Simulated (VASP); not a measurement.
ClSnIH2, in a box:

```
CELL_PARAMETERS angstrom
13.00000 0.00000 0.00000
0.00000 12.00000 0.00000
0.00000 0.00000 13.00000
ATOMIC_POSITIONS crystal
Cl 0.36710 0.56314 0.52995
Sn 0.52250 0.49990 0.46384
I 0.63490 0.42575 0.62103
H 0.49477 0.39188 0.38420
H 0.58200 0.61162 0.41017
```

Program: VASP 6.6.1. Alike in all runs: no spin polarisation; cell as given; k mesh 1 × 1 × 1; smearing gaussian 0.01 eV.

**Question.** Order these runs on this cell by their band gap on the k mesh, lowest first.
A. level SCAN+D3(BJ); potentials or basis VASP PAW PBE potentials, release 64 (Cl_h, Sn_d, I, H_h); cutoff (eV) 900; further INCAR settings ALGO = Normal; EDIFF = 1e-06
B. level PBE+TS; potentials or basis VASP PAW PBE potentials, release 64 (Cl, Sn_d, I, H); cutoff (eV) 520; further INCAR settings ALGO = Normal; EDIFF = 1e-07
C. level PBE0+TS; potentials or basis VASP PAW PBE potentials, release 64 (Cl, Sn_d, I, H); cutoff (eV) 520; further INCAR settings ALGO = Normal; EDIFF = 1e-06; grid for exact exchange (PRECFOCK) Fast; exchange at q = 0 default

**Answer.** B (4.08 eV), A (4.54 eV), C (6.06 eV).

Caveats: spin-orbit coupling is left out, which moves the levels of the heavy elements.

A k mesh can miss the band edges.

Not every run made on this cell is shown here.
